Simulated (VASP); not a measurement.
The input files of a VASP run:

POSCAR:
```
Os
1
    1.3654888047    -2.3650956343    -0.0000000000
    1.3654888047     2.3650956343    -0.0000000000
    0.0000000000     0.0000000000     4.3062269472
Os
2
Direct
  0.3333330000   0.6666670000   0.2500000000
  0.6666670000   0.3333330000   0.7500000000
```

**INCAR**
```
SYSTEM = Os
PREC = Accurate
ENCUT = 400
EDIFF = 1E-7
NELM = 100
ALGO = Normal
LREAL = .FALSE.
LASPH = .TRUE.
ISMEAR = -5
GGA = PS
LMAXMIX = 6
LWAVE = .FALSE.
LCHARG = .TRUE.
LORBIT = 11
NEDOS = 601
ISIF = 2
```

KPOINTS:
```
Automatic mesh
0
Gamma
17 17 10
0 0 0
```

POTCAR, in this order: Os (PBE.64 set). Program: vasp_std.

### Question
Write an equivalent input for Ansatz.

### Answer
One equivalent input (not run):
Ansatz 0.2 input:
```yaml
crystal:
  lattice:
    - [1.3654888, -2.3650956, 0.0000000]
    - [1.3654888, 2.3650956, 0.0000000]
    - [0.0000000, 0.0000000, 4.3062269]
  atoms:
    - { symbol: Os, position: [0.3333330, 0.6666670, 0.2500000] }
    - { symbol: Os, position: [0.6666670, 0.3333330, 0.7500000] }
kpoints:
  mp_grid: { grid: [17, 17, 10] }
hamiltonian:
  xc: pbesol
  pseudopotentials: { kind: paw }
scf:
  occupations: { method: tetrahedron }
  max_iter: 100
output: { forces: true, stress: true, eigenvalues: true }
```
The two are equivalent in intent, not identical: each code has its own PAW files, so the cut-off isn't converted (ENCUT is set for VASP's; basis.ecutwfc is left out, and Ansatz then takes the one that its files recommend); Ansatz stops its SCF on the density residual and VASP on the energy change (EDIFF).

The compound is Os in the hcp structure. It was relaxed first.
